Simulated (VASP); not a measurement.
Here is the system:

```
CELL_PARAMETERS angstrom
      3.00000     0.00000     0.00000
     -1.50000     2.59808     0.00000
      0.00000     0.00000     3.24000
ATOMIC_POSITIONS crystal
  B  0.33508 0.69394 0.47947
  B  0.66060 0.30925 0.50931
  Ag 0.00433 0.99681 0.01123
```

Level of theory: PBEsol GGA, VASP's PBE PAW potentials (set 64) (plane waves; VASP). Numerical set-up: 400 eV cut-off, 9×9×7 Γ-centred mesh, Gaussian smearing of 0.050 eV, potentials B Ag.

At this cut-off the stress carries a Pulay error, which pulls relaxed volumes low.

Question: Which forces act on the atoms, in eV/Å?

Answer: 
```csv
atom,Fx,Fy,Fz
B1,0.098,-1.778,1.228
B2,0.026,1.731,-0.268
Ag3,-0.124,0.047,-0.959
```

Question: Give the stress tensor in GPa (positive for a compressed cell).

Answer: 
```
32.79  -0.35   0.76
-0.35  46.44   0.33
 0.76   0.33  70.45
```
The pressure is its mean diagonal, 49.89 GPa.

The structure comes from a measured AgB2 entry of the Crystallography Open Database, whose conditions weren't checked. The cell was not relaxed at this level, atoms are displaced from their ideal sites. The electron count is odd and the run is not spin-polarised, which forces a metal.
